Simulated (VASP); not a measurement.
Consider the following.

```yaml
crystal:
  lattice:
    - [4.69307, 0.00000, 0.00000]
    - [0.00000, 4.69307, 0.00000]
    - [0.00000, 0.00000, 2.98424]
  atoms:
    - { symbol: Ti, position: [0.00000, 0.00000, 0.00000] }
    - { symbol: Ti, position: [0.50000, 0.50000, 0.50000] }
    - { symbol: O, position: [0.30577, 0.30577, 0.00000] }
    - { symbol: O, position: [0.80577, 0.19423, 0.50000] }
    - { symbol: O, position: [0.19423, 0.80577, 0.50000] }
    - { symbol: O, position: [0.69423, 0.69423, 0.00000] }
```

Calculation: RPBE GGA, VASP's PBE PAW potentials (set 64) (plane waves; VASP). Numerical set-up: 520 eV cut-off, 5×5×8 Γ-centred mesh, tetrahedra with Blöchl corrections, potentials Ti_sv O.

The cores are frozen, which limits the accuracy of field gradients.

Q: Give the principal components of the electric field gradient (V/Å²) and the asymmetry η at each nucleus.

A: 
```tsv
atom	Vxx	Vyy	Vzz	η
Ti1	24.3	0.7	-25.0	0.94
Ti2	24.3	0.7	-25.0	0.94
O3	-24.9	-2.4	27.3	0.83
O4	-24.9	-2.4	27.3	0.83
O5	-24.9	-2.4	27.3	0.83
O6	-24.9	-2.4	27.3	0.83
```

The compound is TiO2 in the rutile structure. It was relaxed first, which changed the volume by +5 %.
